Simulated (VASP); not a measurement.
# BeZn2Te3 (Cmc2_1) in VASP: relaxation of cell and atoms with PBE

Aim: the relaxation of cell and atoms of BeZn2Te3 with PBE.

Program: VASP 6.6.1. These are calculated values, not measurements. Logs are shortened: lines on timing, memory, paths and dates and some standing lists are left out, and cuts for length are marked.

**1. The crystal as given**

It takes space group Cmc2_1 (No. 36, orthorhombic). Conventional cell: a = 12.692 Å, b = 7.344 Å, c = 6.973 Å, α = 90.00°, β = 90.00°, γ = 90.00°. Be (site symmetry m) has 4 Te at 2.46 to 2.49 Å as nearest neighbours. Zn (site symmetry 1) has 4 Te at 2.67 to 2.68 Å as nearest neighbours. Te (site symmetry m) has 2 Be at 2.47 to 2.49 Å and 2 Zn at 2.67 Å as nearest neighbours. Te (site symmetry 1) is surrounded by 1 Be at 2.46 Å and 3 Zn at 2.67 to 2.68 Å.

The cell was built by a generator and needn't be a form met in nature.

**2. Relaxation of cell and atoms, PBE**

The input, INCAR:

```
ALGO = Normal
EDIFF = 1E-6
EDIFFG = -0.01
ENCUT = 520
GGA = PE
IBRION = 2
ISIF = 3
ISMEAR = 0
KPAR = 4
LASPH = T
LCHARG = F
LREAL = F
LWAVE = F
NELM = 120
NSW = 90
PREC = Accurate
SIGMA = 0.03
```

The input, KPOINTS:

```
k-points
0
Gamma
  4 4 4
```

The input, POSCAR:

```
BeZn2Te3
1.0
    6.3460000000     -3.6720000000      0.0000000000
    6.3460000000      3.6720000000      0.0000000000
    0.0000000000      0.0000000000      6.9730000000
Be Zn Te
2 4 6
Direct
    0.8402777800      0.1597222200      0.4994980600
    0.1597222200      0.8402777800      0.9994980600
    0.1665911000      0.5056433800      0.5002151200
    0.4943566200      0.8334089000      0.5002151200
    0.5056433800      0.1665911000      0.0002151200
    0.8334089000      0.4943566200      0.0002151200
    0.1470588200      0.8529411800      0.6431951800
    0.5203811500      0.1663506500      0.6159472300
    0.8336493500      0.4796188500      0.6159472300
    0.8529411800      0.1470588200      0.1431951800
    0.1663506500      0.5203811500      0.1159472300
    0.4796188500      0.8336493500      0.1159472300
```

Potentials or basis: VASP PAW PBE potentials, release 64 (Be, Zn, Te).

Command:

```sh
$ cat potpaw_PBE.64/Be/POTCAR potpaw_PBE.64/Zn/POTCAR potpaw_PBE.64/Te/POTCAR > POTCAR
$ mpirun -np 4 vasp_std > vasp.out
```

OUTCAR:

```text
EDIFF = 1E-6
   EDIFFG = -0.01
   ENCUT = 520
   GGA = PE
   IBRION = 2
   ISIF = 3
   ISMEAR = 0
   LASPH = T
   LREAL = F
   NELM = 120
   NSW = 90
   PREC = Accurate

 ion  position               nearest neighbor table
   1  0.840  0.160  0.499-   8 2.46   9 2.46   7 2.47  10 2.49
   2  0.160  0.840  0.999-  11 2.46  12 2.46  10 2.47   7 2.49
   3  0.167  0.506  0.500-   9 2.67   7 2.67   8 2.67  11 2.68
   4  0.494  0.833  0.500-   8 2.67   7 2.67   9 2.67  12 2.68
   5  0.506  0.167  0.000-  12 2.67  10 2.67  11 2.67   8 2.68
   6  0.833  0.494  0.000-  11 2.67  10 2.67  12 2.67   9 2.68
   7  0.147  0.853  0.643-   1 2.47   2 2.49   3 2.67   4 2.67
   8  0.520  0.166  0.616-   1 2.46   4 2.67   3 2.67   5 2.68
   9  0.834  0.480  0.616-   1 2.46   3 2.67   4 2.67   6 2.68
  10  0.853  0.147  0.143-   2 2.47   1 2.49   5 2.67   6 2.67
  11  0.166  0.520  0.116-   2 2.46   6 2.67   5 2.67   3 2.68
  12  0.480  0.834  0.116-   2 2.46   5 2.67   6 2.67   4 2.68

  LATTYP: Found a base centered orthorhombic cell.
 ALAT       =     7.3440000000
 B/A-ratio  =     1.7282135076
 C/A-ratio  =     0.9494825708

  Lattice vectors:

 A1 = (  -6.3460000000,  -3.6720000000,   0.0000000000)
 A2 = (   6.3460000000,  -3.6720000000,   0.0000000000)
 A3 = (   0.0000000000,   0.0000000000,   6.9730000000)

Analysis of symmetry for initial positions (statically):
=====================================================================
 Subroutine PRICEL returns:
 Original cell was already a primitive cell.

 Routine SETGRP: Setting up the symmetry group for a
 base centered orthorhombic supercell.

 Subroutine GETGRP returns: Found  4 space group operations
 (whereof  2 operations were pure point group operations)
 out of a pool of  8 trial point group operations.

The static configuration has the point symmetry C_1h.
 The point group associated with its full space group is C_2v.

Analysis of symmetry for dynamics (positions and initial velocities):
=====================================================================
 Subroutine PRICEL returns:
 Original cell was already a primitive cell.

 Routine SETGRP: Setting up the symmetry group for a
 base centered orthorhombic supercell.

 Subroutine GETGRP returns: Found  4 space group operations
 (whereof  2 operations were pure point group operations)
 out of a pool of  8 trial point group operations.

The dynamic configuration has the point symmetry C_1h.
 The point group associated with its full space group is C_2v.

 Subroutine INISYM returns: Found  4 space group operations
 (whereof  2 operations are pure point group operations),
 and found     1 'primitive' translations

----------------------------------------------------------------------------------------

                                     Primitive cell

  volume of cell :     324.9768

  direct lattice vectors                    reciprocal lattice vectors
     6.346000000 -3.672000000  0.000000000     0.078789789 -0.136165577  0.000000000
     6.346000000  3.672000000  0.000000000     0.078789789  0.136165577  0.000000000
     0.000000000  0.000000000  6.973000000     0.000000000  0.000000000  0.143410297

  length of vectors
     7.331800597  7.331800597  6.973000000     0.157317816  0.157317816  0.143410297

  position of ions in fractional coordinates (direct lattice)
     0.840277780  0.159722220  0.499498060
     0.159722220  0.840277780  0.999498060
     0.166591100  0.505643380  0.500215120
     0.494356620  0.833408900  0.500215120
     0.505643380  0.166591100  0.000215120
     0.833408900  0.494356620  0.000215120
     0.147058820  0.852941180  0.643195180
     0.520381150  0.166350650  0.615947230
     0.833649350  0.479618850  0.615947230
     0.852941180  0.147058820  0.143195180
     0.166350650  0.520381150  0.115947230
     0.479618850  0.833649350  0.115947230

  ion indices of the primitive-cell ions
   primitive index   ion index
                 1           1
                 2           2
                 3           3
                 4           4
                 5           5
                 6           6
                 7           7
                 8           8
                 9           9
                10          10
                11          11
                12          12

----------------------------------------------------------------------------------------

 KPOINTS: k-points

Automatic generation of k-mesh.
 Grid dimensions read from file:
 generate k-points for:    4    4    4

 Generating k-lattice:

  Cartesian coordinates                     Fractional coordinates (reciprocal lattice)
     0.019697447 -0.034041394  0.000000000     0.250000000  0.000000000  0.000000000
     0.019697447  0.034041394  0.000000000     0.000000000  0.250000000  0.000000000
     0.000000000  0.000000000  0.035852574     0.000000000  0.000000000  0.250000000

  Length of vectors
     0.039329454  0.039329454  0.035852574

  Shift w.r.t. Gamma in fractional coordinates (k-lattice)
     0.000000000  0.000000000  0.000000000

 Subroutine IBZKPT returns following result:
 ===========================================

 Found     21 irreducible k-points:

 Following reciprocal coordinates:
            Coordinates               Weight
  0.000000  0.000000  0.000000      1.000000
  0.250000  0.000000  0.000000      4.000000
  0.500000  0.000000  0.000000      2.000000
  0.250000  0.250000  0.000000      2.000000
  0.500000  0.250000  0.000000      4.000000
 -0.250000  0.250000  0.000000      2.000000
[... 13 lines left out ...]
 -0.250000  0.250000  0.500000      2.000000
  0.500000  0.500000  0.500000      1.000000
   k-points           NKPTS =     21   k-points in BZ     NKDIM =     21   number of bands    NBANDS=     52
   number of dos      NEDOS =    301   number of ions     NIONS =     12
   total plane-waves  NPLWV = 169344
   dimension x,y,z NGX =    56 NGY =   56 NGZ =   54
   dimension x,y,z NGXF=   112 NGYF=  112 NGZF=  108
   ions per type =               2   4   6
   NGX,Y,Z   is equivalent  to a cutoff of  12.70, 12.70, 12.87 a.u.
   NGXF,Y,Z  is equivalent  to a cutoff of  25.40, 25.40, 25.75 a.u.
 SYSTEM =  unknown system
   PREC   = accura    normal or accurate (medium, high low for compatibility)
   ISTART =      0    job   : 0-new  1-cont  2-samecut
   ICHARG =      2    charge: 1-file 2-atom 10-const
   ISPIN  =      1    spin polarized calculation?
   LNONCOLLINEAR =      F non collinear calculations
   LSORBIT =      F    spin-orbit coupling
   LASPH  =      T    aspherical Exc in radial PAW
   ENCUT  =  520.0 eV  38.22 Ry    6.18 a.u.  13.63 13.63 12.97*2*pi/ulx,y,z
   NELM   =    120;   NELMIN=  2; NELMDL= -5     # of ELM steps
   EDIFF  = 0.1E-05   stopping-criterion for ELM
   LREAL  =      F    real-space projection
   EDIFFG = -.1E-01   stopping-criterion for IOM
   NSW    =     90    number of steps for IOM
   IBRION =      2    ionic relax: 0-MD 1-quasi-New 2-CG
   NFREE  =      1    steps in history (QN), initial steepest desc. (CG)
   ISIF   =      3    stress and relaxation
   ISYM   =      2    0-nonsym 1-usesym 2-fastsym
   POTIM  = 0.5000    time-step for ionic-motion
   TEBEG  =    0.0;   TEEND  =   0.0 temperature during run
   PSTRESS=    0.0 pullay stress
   NELECT =      88.0000    total number of electrons
   NUPDOWN=      -1.0000    fix difference up-down
   EMIN   =  10.00;   EMAX   =-10.00  energy-range for DOS
   EFERMI =   0.00;   METHOD = LEGACY
   ISMEAR =     0;   SIGMA  =   0.03  broadening in eV -4-tet -1-fermi 0-gaus
   EFERMI_NEDOS =   21; number of points for ismear=-14 and -15
   IALGO  =     38    algorithm
   IMIX   =      4    mixing-type and parameters
     AMIX     =   0.40;   BMIX     =  1.00
     AMIX_MAG =   1.60;   BMIX_MAG =  1.00
  volume/ion in A,a.u.               =      27.08       182.75
  Fermi-wavevector in a.u.,A,eV,Ry     =   1.059136  2.001476 15.262585  1.121768
  Thomas-Fermi vector in A             =   2.194470
   LORBIT       =      0    0 simple, 1 ext, 2 COOP (PROOUT), +10 PAW based schemes
   GGA     = PE    functional components
   LHFCALC =     F    Hartree Fock is set to
   AEXX    =    0.0000 exact exchange contribution
   IVDW    =     0    specifies the selected vdW correction
   LEPSILON=     F    determine dielectric tensor
   LRPA    =     F    only Hartree local field effects (RPA)
 conjugate gradient relaxation of ions
 non-spin polarized calculation
 Gauss-broadening in eV      SIGMA  =   0.03
  energy-cutoff  :      520.00
  volume of cell :      324.98
 maximum number of plane-waves:      8822
 NGX is ok and might be reduce to    56
   NGX = 27   NGY = 27   NGZ = 25

--------------------------------------- Ionic step        1  -------------------------------------------

 number of electron      87.9999985 magnetization

 Free energy of the ion-electron system (eV)
  ---------------------------------------------------
  ext. energy  EPLUGINS =         0.00000000
  ---------------------------------------------------
  free energy    TOTEN  =       -35.86176548 eV

  energy without entropy =      -35.86176548  energy(sigma->0) =      -35.86176548

------------------------ aborting loop because EDIFF is reached ----------------------------------------

  FORCE on cell =-STRESS in cart. coord.  units (eV):
  Direction    XX          YY          ZZ          XY          YZ          ZX
  --------------------------------------------------------------------------------------
  -------------------------------------------------------------------------------------
  Total        0.1689229     -0.0599619     -0.2971310      0.0000000      0.0000000      0.0000000
  in kB        0.8328114     -0.2956198     -1.4648940      0.0000000      0.0000000      0.0000000
  external PRESSURE =      -0.3092341 kB  Pullay stress =       0.0000000 kB
[... 119 lines left out ...]
  FREE ENERGIE OF THE ION-ELECTRON SYSTEM (eV)
  ---------------------------------------------------
  free  energy   TOTEN  =       -35.8626820590 eV

  energy  without entropy=      -35.8626820590  energy(sigma->0) =      -35.86268206

[... ionic steps 4 to 9 ...]

--------------------------------------- Ionic step       10  -------------------------------------------

 number of electron      88.0000002 magnetization

------------------------ aborting loop because EDIFF is reached ----------------------------------------

  FORCE on cell =-STRESS in cart. coord.  units (eV):
  Direction    XX          YY          ZZ          XY          YZ          ZX
  --------------------------------------------------------------------------------------
  -------------------------------------------------------------------------------------
  Total        0.0007770     -0.0513189     -0.0789505      0.0000000      0.0000000      0.0000000
  in kB        0.0038319     -0.2530837     -0.3893516      0.0000000      0.0000000      0.0000000
  external PRESSURE =      -0.2128678 kB  Pullay stress =       0.0000000 kB
[... 77 lines left out ...]
  energy  without entropy=      -35.8637057368  energy(sigma->0) =      -35.86370574

--------------------------------------- Ionic step       12  -------------------------------------------

 number of electron      88.0000001 magnetization

 Free energy of the ion-electron system (eV)
  ---------------------------------------------------
  ext. energy  EPLUGINS =         0.00000000
  ---------------------------------------------------
  free energy    TOTEN  =       -35.86371719 eV

  energy without entropy =      -35.86371719  energy(sigma->0) =      -35.86371719

 E-fermi :   3.6902     XC(G=0):  -8.8780

 val. band max:        3.5235826977   @ k =   0.0000   0.0000   0.0000
 cond. band min:       5.2661331024   @ k =   0.0000   0.0000   0.0000
 fundamental gap:      1.7425504047
 Fermi energy:         3.6901656498

 k-point     1 :       0.0000    0.0000    0.0000
  band No.  band energies     occupation
      1      -8.2859      2.00000
      2      -7.3488      2.00000
      3      -7.0588      2.00000
      4      -7.0584      2.00000
      5      -7.0568      2.00000
      6      -7.0503      2.00000
[... 1183 lines left out ...]
  FREE ENERGIE OF THE ION-ELECTRON SYSTEM (eV)
  ---------------------------------------------------
  free  energy   TOTEN  =       -35.8637171927 eV

  energy  without entropy=      -35.8637171927  energy(sigma->0) =      -35.86371719

 reached required accuracy - stopping structural energy minimisation
```

Wall time 16 min (4 MPI ranks of Intel Xeon Platinum 8488C (Sapphire Rapids), shared host); peak memory 0.65 GiB.

Results:

```yaml
Free_energy: -35.8637 eV
Relaxed_volume: 27.06 Å³/atom
Relaxed_cell: a = 7.334 Å, b = 7.334 Å, c = 6.968 Å, α = 90.00°, β = 90.00°, γ = 60.02°
Space_group_after_relaxing_to_0.05_Å: Cmc2_1 (No. 36)
Energy_gained_by_relaxing: 0.2 meV/atom
Ionic_steps: 12
Pressure_after_relaxing: 0.0 GPa
Largest_force_after_relaxing: 0.006 eV/Å
Band_gap_on_the_k_mesh: 1.74 eV, direct
```

Forces in eV/Å, atoms in the order of the input:
```
Be   0.000 -0.006 -0.002
Be   0.000  0.006 -0.002
Zn   0.003 -0.002  0.003
Zn  -0.003 -0.002  0.003
Zn   0.003  0.002  0.003
Zn  -0.003  0.002  0.003
Te   0.000 -0.001 -0.001
Te  -0.002  0.003 -0.002
Te   0.002  0.003 -0.002
Te   0.000  0.001 -0.001
Te  -0.002 -0.003 -0.002
Te   0.002 -0.003 -0.002
```

Step by step:
```csv
step,energy change (eV),largest force (eV/Å),pressure (GPa),volume (Å³)
1,0.0000,0.0467,-0.03,324.98
2,-0.0008,0.0341,0.00,324.73
3,-0.0009,0.0339,0.02,324.60
4,-0.0012,0.0218,-0.02,324.74
5,-0.0014,0.0220,-0.03,324.86
6,-0.0015,0.0341,-0.02,325.09
7,-0.0018,0.0199,-0.02,325.01
8,-0.0019,0.0122,-0.01,324.93
9,-0.0018,0.0152,0.01,324.79
10,-0.0019,0.0128,-0.02,324.88
11,-0.0019,0.0038,0.07,324.58
12,-0.0020,0.0059,0.00,324.68
```

Final structure:
```
Be Zn Te
1.0
     6.35110   -3.66829    0.00000
     6.35110    3.66829    0.00000
     0.00000    0.00000    6.96817
Be Zn Te
2 4 6
Direct
  0.84019 0.15981 0.50169
  0.15981 0.84019 0.00169
  0.16730 0.50610 0.49862
  0.49390 0.83270 0.49862
  0.50610 0.16730 0.99862
  0.83270 0.49390 0.99862
  0.14697 0.85303 0.64468
  0.52053 0.16578 0.61570
  0.83422 0.47947 0.61570
  0.85303 0.14697 0.14468
  0.16578 0.52053 0.11570
  0.47947 0.83422 0.11570
```

Levels at points of the mesh, in eV from the valence-band top:
| k point | band 42 | band 43 | band 44 | band 45 | band 46 | band 47 |
| --- | --- | --- | --- | --- | --- | --- |
| (0.00, 0.00, 0.00) | -0.14 | -0.01 | 0.00 | 1.74 | 1.81 | 2.86 |
| (0.50, 0.00, 0.00) | -0.95 | -0.90 | -0.81 | 2.00 | 2.74 | 3.25 |
| (0.50, 0.50, 0.00) | -0.93 | -0.86 | -0.75 | 1.98 | 2.65 | 3.34 |
| (0.00, 0.00, 0.50) | -0.53 | -0.52 | -0.52 | 2.21 | 2.21 | 2.86 |
| (0.50, 0.00, 0.50) | -1.45 | -1.37 | -1.37 | 2.09 | 2.09 | 3.24 |
| (0.50, 0.50, 0.50) | -1.48 | -1.35 | -1.35 | 2.18 | 2.18 | 3.18 |

Caveat: spin-orbit coupling is left out, which moves the levels of the heavy elements. A k mesh can miss the band edges.
